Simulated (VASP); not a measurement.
```
CELL_PARAMETERS angstrom
      0.00000     2.59509     2.59509
      2.59509     0.00000     2.59509
      2.59509     2.59509     0.00000
ATOMIC_POSITIONS crystal
  Ga 0.00000 0.00000 0.00000
  P  0.25000 0.25000 0.25000
```

The numbers are results of PBE GGA, VASP's PBE PAW potentials (set 64) (plane waves; VASP), not measurements. Run with 500 eV cut-off, 9×9×9 Γ-centred mesh, Gaussian smearing of 0.050 eV, potentials Ga_d P.

Task: Predict the energy per atom (σ→0), pressure.

Result: 
- energy per atom (σ→0): -4.383 eV/atom
- pressure: 19.97 GPa

The absolute energy has meaning only against runs of the same code, potentials and settings.

The compound is GaP in the zinc blende structure. It was relaxed first under an external pressure of 20 GPa.
